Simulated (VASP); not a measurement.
An input for Ansatz (written as the equivalent of a VASP run, and not itself run):

Ansatz 0.2 input:
```yaml
crystal:
  lattice:
    - [0.0000000, 1.9690748, 1.9690748]
    - [1.9690748, 0.0000000, 1.9690748]
    - [1.9690748, 1.9690748, 0.0000000]
  atoms:
    - { symbol: Pd, position: [0.0000000, 0.0000000, 0.0000000] }
kpoints:
  mp_grid: { grid: [14, 14, 14] }
hamiltonian:
  xc: pbe
  pseudopotentials: { kind: paw }
scf:
  occupations: { method: methfessel_paxton, width: 0.1 }
  max_iter: 100
relax:
  max_steps: 30
  f_tol: 0.001
output: { forces: true, stress: true, eigenvalues: true }
```

Problem. Translate this input to VASP (INCAR, KPOINTS, POSCAR, choice of POTCAR).

Solution. One answer among several that fit: 
File POSCAR:
```
Pd
1
    0.0000000000     1.9690748086     1.9690748086
    1.9690748086     0.0000000000     1.9690748086
    1.9690748086     1.9690748086     0.0000000000
Pd
1
Direct
  0.0000000000   0.0000000000   0.0000000000
```

**INCAR**
```
ENCUT  =  400   # plane-wave cut-off (eV)
NSW  =  30   # most ionic steps
GGA  =  PE   # PBE
EDIFF  =  1E-8   # SCF stop (eV)
LMAXMIX  =  4   # l cut-off of mixed one-centre charges
IBRION  =  1
LCHARG  =  .FALSE.
EDIFFG  =  -0.001   # ionic stop
SIGMA  =  0.1   # width (eV)
LREAL  =  .FALSE.
ISMEAR  =  1   # Methfessel-Paxton
ISIF  =  2   # forces and stress, cell fixed
ALGO  =  Normal
LASPH  =  .TRUE.   # aspherical one-centre terms
LWAVE  =  .FALSE.
SYSTEM  =  Pd
PREC  =  Accurate
NELM  =  100   # most electronic steps
```

### KPOINTS
```
Automatic mesh
0
Gamma
14 14 14
0 0 0
```

POTCAR, in this order: Pd (PBE.64 set). Program: vasp_std.

Limits of the translation: each code has its own PAW files, so the cut-off isn't converted (ENCUT is set for VASP's; basis.ecutwfc is left out, and Ansatz then takes the one that its files recommend); Ansatz stops its SCF on the density residual and VASP on the energy change (EDIFF).

The compound is Pd in the fcc structure. It was relaxed first. The start is the result of an earlier pass.
